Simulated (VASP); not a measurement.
Write the native input for VASP 6.6.1 that does the following.

- Task: single point
- Functional: PBE
- Potentials or basis: VASP PAW PBE potentials, release 64 (La, Sb, Pd)
- Cutoff: 520 eV
- k mesh: 8 × 8 × 6
- Occupations: gaussian, width 0.1 eV
- Spin: no spin polarisation
- Dipole correction: no
- Further INCAR settings: ALGO = Fast; EDIFF = 1e-06; NBANDS = 30

The structure of LaSb4Pd lies in POSCAR:

```
LaSb4Pd
1.0
    4.5385315022      0.0000000000      0.0000000000
    0.0000000000      4.5385315022      0.0000000000
    0.0000000000      0.0000000000      8.4716178923
La Sb Pd
1 4 1
Direct
    0.0000000000      0.0000000000      0.5000000000
    0.5000000000      0.0000000000      0.2078014814
    0.5000000000      0.0000000000      0.7921985186
    0.0000000000      0.5000000000      0.7921985186
    0.0000000000      0.5000000000      0.2078014814
    0.5000000000      0.5000000000      0.0000000000
```

The cell was built by a generator and needn't be a form met in nature.

The cell isn't the ideal one: species swapped into the CaSnF4 type (P4/mmm, No. 123).

These files were run (other wordings do the same):

INCAR

```
SYSTEM = LaSb4Pd
PREC = Accurate ; ENCUT = 520
EDIFF = 1E-6 ; ISMEAR = 0
SIGMA = 0.1 ; LREAL = .FALSE.
LASPH = .TRUE. ; NELM = 100
ALGO = Fast ; ISIF = 2
LWAVE = .FALSE. ; LCHARG = .TRUE.
GGA = PE ; LELF = .TRUE.
LVHAR = .TRUE. ; NBANDS = 30
```

KPOINTS

```
regular mesh
0
G
  8 8 6
  0 0 0
```

Potentials or basis: VASP PAW PBE potentials, release 64 (La, Sb, Pd).

The run is started by

```sh
$ cat potpaw_PBE.64/La/POTCAR potpaw_PBE.64/Sb/POTCAR potpaw_PBE.64/Pd/POTCAR > POTCAR
$ mpirun -np 1 vasp_std > vasp.out
```

It gave:

The pressure is -0.1 GPa and the largest force is 0.003 eV/Å. The band gap on the k mesh is none (metal or under the smearing width).

Run time: 9.6 min on 1 thread of Intel(R) Xeon(R) Platinum 8559C (Emerald Rapids) (shared host), peak memory 0.53 GiB.
